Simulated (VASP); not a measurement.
Method: PBE GGA, VASP's PBE PAW potentials (set 64) (plane waves; VASP).

Input for VASP

### KPOINTS
```
Automatic
0
Gamma
  4 4 4
```

INCAR:
```
ALGO = Normal
EDIFF = 1E-6
ENCUT = 400
GGA = PE
ISIF = 2
ISMEAR = -1
LASPH = T
LCHARG = F
LMAXMIX = 4
LREAL = F
LWAVE = F
NELM = 100
PREC = Accurate
SIGMA = 0.01
SYSTEM = KZnF3
```

**POSCAR**
```
KZnF3
1.0
  3.9138310000   0.0000000000   0.0000000000
  0.0000000000   3.9138310000   0.0000000000
  0.0000000000   0.0000000000   3.9138310000
K Zn F
1 1 3
Cart
  0.0000000000   0.0000000000   0.0000000000
  1.9569155000   1.9569155000   1.9569155000
  1.9569155000   0.0000000000   1.9569155000
  0.0000000000   1.9569155000   1.9569155000
  1.9569155000   1.9569155000   0.0000000000
```

POTCAR, in this order: K_sv Zn F (PBE.64 set). Program: vasp_std.

Output

OUTCAR:
```
 ion  position               nearest neighbor table
   1  0.000  0.000  0.000-   3 2.77   4 2.77   5 2.77   3 2.77   4 2.77   4 2.77   5 2.77   4 2.77
                             3 2.77   5 2.77   3 2.77   5 2.77   2 3.39   2 3.39   2 3.39   2 3.39
   2  0.500  0.500  0.500-   3 1.96   4 1.96   5 1.96   5 1.96   3 1.96   4 1.96   1 3.39   1 3.39
                             1 3.39   1 3.39   1 3.39   1 3.39   1 3.39   1 3.39
   3  0.500  0.000  0.500-   2 1.96   2 1.96   1 2.77   1 2.77   1 2.77   1 2.77
   4  0.000  0.500  0.500-   2 1.96   2 1.96   1 2.77   1 2.77   1 2.77   1 2.77
   5  0.500  0.500  0.000-   2 1.96   2 1.96   1 2.77   1 2.77   1 2.77   1 2.77
  LATTYP: Found a simple cubic cell.
 ALAT       =     3.9138310000
 Subroutine PRICEL returns:
 Original cell was already a primitive cell.
 Subroutine GETGRP returns: Found 48 space group operations
The static configuration has the point symmetry O_h .
The dynamic configuration has the point symmetry O_h .
 Subroutine INISYM returns: Found 48 space group operations
 Subroutine IBZKPT returns following result:
 Found     10 irreducible k-points:

 Following reciprocal coordinates:
            Coordinates               Weight
  0.000000  0.000000  0.000000      1.000000
  0.250000  0.000000  0.000000      6.000000
  0.500000  0.000000  0.000000      3.000000
  0.250000  0.250000  0.000000     12.000000
  0.500000  0.250000  0.000000     12.000000
  0.500000  0.500000  0.000000      3.000000
  0.250000  0.250000  0.250000      8.000000
  0.500000  0.250000  0.250000     12.000000
  0.500000  0.500000  0.250000      6.000000
  0.500000  0.500000  0.500000      1.000000
   k-points           NKPTS =     10   k-points in BZ     NKDIM =     10   number of bands    NBANDS=     25
   number of dos      NEDOS =    301   number of ions     NIONS =      5
   total plane-waves  NPLWV =  21952
   dimension x,y,z NGX =    28 NGY =   28 NGZ =   28
   dimension x,y,z NGXF=    56 NGYF=   56 NGZF=   56
   ions per type =               1   1   3
   PREC   = accura    normal or accurate (medium, high low for compatibility)
   ISTART =      0    job   : 0-new  1-cont  2-samecut
   ICHARG =      2    charge: 1-file 2-atom 10-const
   ISPIN  =      1    spin polarized calculation?
   LNONCOLLINEAR =      F non collinear calculations
   LSORBIT =      F    spin-orbit coupling
   INIWAV =      1    electr: 0-lowe 1-rand  2-diag
   ENCUT  =  400.0 eV  29.40 Ry    5.42 a.u.   6.38  6.38  6.38*2*pi/ulx,y,z
   NELM   =    100;   NELMIN=  2; NELMDL= -5     # of ELM steps
   EDIFF  = 0.1E-05   stopping-criterion for ELM
   LREAL  =      F    real-space projection
   NLSPLINE    = F    spline interpolate recip. space projectors
   LMAXMIX     =    4 max onsite mixed and CHGCAR
   VOSKOWN=      0    Vosko Wilk Nusair interpolation
   EDIFFG = 0.1E-04   stopping-criterion for IOM
   NSW    =      0    number of steps for IOM
   NBLOCK =      1;   KBLOCK =      1    inner block; outer block
   IBRION =     -1    ionic relax: 0-MD 1-quasi-New 2-CG
   NFREE  =      0    steps in history (QN), initial steepest desc. (CG)
   ISIF   =      2    stress and relaxation
   ISYM   =      2    0-nonsym 1-usesym 2-fastsym
   TEIN   =    0.0    initial temperature
   TEBEG  =    0.0;   TEEND  =   0.0 temperature during run
   SMASS  =  -3.00    Nose mass-parameter (am)
   PSTRESS=    0.0 pullay stress
   NELECT =      42.0000    total number of electrons
   EFERMI =   0.00;   METHOD = LEGACY
   ISMEAR =    -1;   SIGMA  =   0.01  broadening in eV -4-tet -1-fermi 0-gaus
   IALGO  =     38    algorithm
   LDIAG  =      T    sub-space diagonalisation (order eigenvalues)
   IMIX   =      4    mixing-type and parameters
     AMIX     =   0.40;   BMIX     =  1.00
     AMIX_MAG =   1.60;   BMIX_MAG =  1.00
     AMIN     =   0.10
   GGA     = PE    functional components
   VOSKOWN =     0    Vosko Wilk Nusair interpolation
   LHFCALC =     F    Hartree Fock is set to
   LHFONE  =     F    Hartree Fock one center treatment
...
```

### OSZICAR
```
       N       E                     dE             d eps       ncg     rms          rms(c)
DAV:   1     0.409822222839E+03    0.40982E+03   -0.20291E+04   508   0.173E+03
DAV:   2     0.870134101571E+01   -0.40112E+03   -0.38986E+03   588   0.456E+02
DAV:   3    -0.213414329106E+02   -0.30043E+02   -0.29926E+02   616   0.141E+02
DAV:   4    -0.219259305153E+02   -0.58450E+00   -0.58416E+00   800   0.181E+01
DAV:   5    -0.219327437234E+02   -0.68132E-02   -0.68113E-02   640   0.147E+00    0.139E+01
DAV:   6    -0.198767536528E+02    0.20560E+01   -0.70665E+00   730   0.363E+01    0.910E+00
DAV:   7    -0.199187776771E+02   -0.42024E-01   -0.13148E+00   524   0.811E+00    0.546E+00
DAV:   8    -0.199331292141E+02   -0.14352E-01   -0.49039E-01   652   0.160E+01    0.149E+00
DAV:   9    -0.199111672975E+02    0.21962E-01   -0.60314E-02   776   0.617E+00    0.804E-01
DAV:  10    -0.199034431304E+02    0.77242E-02   -0.11212E-01   707   0.906E+00    0.344E-01
DAV:  11    -0.199031038932E+02    0.33924E-03   -0.19516E-02   680   0.169E+00    0.139E-01
DAV:  12    -0.199031922582E+02   -0.88365E-04   -0.91073E-04   573   0.214E-01    0.131E-01
DAV:  13    -0.199031679261E+02    0.24332E-04   -0.92595E-05   712   0.120E-01    0.123E-01
DAV:  14    -0.199032858213E+02   -0.11790E-03   -0.16606E-03   626   0.121E+00    0.160E-01
DAV:  15    -0.199033026501E+02   -0.16829E-04   -0.28282E-04   670   0.533E-01    0.164E-01
DAV:  16    -0.199030795810E+02    0.22307E-03   -0.46524E-04   570   0.220E-01    0.937E-02
DAV:  17    -0.199030211630E+02    0.58418E-04   -0.70168E-05   670   0.148E-01    0.624E-02
DAV:  18    -0.199029743632E+02    0.46800E-04   -0.14836E-04   648   0.193E-01    0.172E-02
DAV:  19    -0.199029722264E+02    0.21368E-05   -0.31593E-05   757   0.785E-02    0.284E-03
DAV:  20    -0.199029724822E+02   -0.25578E-06   -0.25350E-06   384   0.110E-02
   1 F= -.19902972E+02 E0= -.19902972E+02  d E =-.425348E-15
```

### OUTCAR
```
------------------------ aborting loop because EDIFF is reached ----------------------------------------
  FORCE on cell =-STRESS in cart. coord.  units (eV):
  Direction    XX          YY          ZZ          XY          YZ          ZX
  --------------------------------------------------------------------------------------
  Total        3.0189839      3.0189839      3.0189839      0.0000000     -0.0000000      0.0000000
  in kB       80.6798657     80.6798657     80.6798657      0.0000000     -0.0000000      0.0000000
  external PRESSURE =      80.6798657 kB  Pullay stress =       0.0000000 kB
  volume of cell :       59.95
      direct lattice vectors                 reciprocal lattice vectors
     3.913831000  0.000000000  0.000000000     0.255504134  0.000000000  0.000000000
     0.000000000  3.913831000  0.000000000     0.000000000  0.255504134  0.000000000
     0.000000000  0.000000000  3.913831000     0.000000000  0.000000000  0.255504134
 POSITION                                       TOTAL-FORCE (eV/Angst)
 -----------------------------------------------------------------------------------
      0.00000      0.00000      0.00000         0.000000      0.000000      0.000000
      1.95692      1.95692      1.95692         0.000000      0.000000      0.000000
      1.95692      0.00000      1.95692         0.000000      0.000000      0.000000
      0.00000      1.95692      1.95692         0.000000      0.000000      0.000000
      1.95692      1.95692      0.00000         0.000000      0.000000      0.000000
 -----------------------------------------------------------------------------------
    total drift:                                0.000000      0.000000      0.000000
  FREE ENERGIE OF THE ION-ELECTRON SYSTEM (eV)
  ---------------------------------------------------
  free  energy   TOTEN  =       -19.9029724822 eV

  energy  without entropy=      -19.9029724822  energy(sigma->0) =      -19.90297248
```
(Selected blocks of OUTCAR.)

At this cut-off the stress carries a Pulay error, which pulls relaxed volumes low.

The structure is a typed KZnF3 crystal (Pm-3m). The cell was not relaxed at this level, and its volume differs by -5.9 % from the start's.
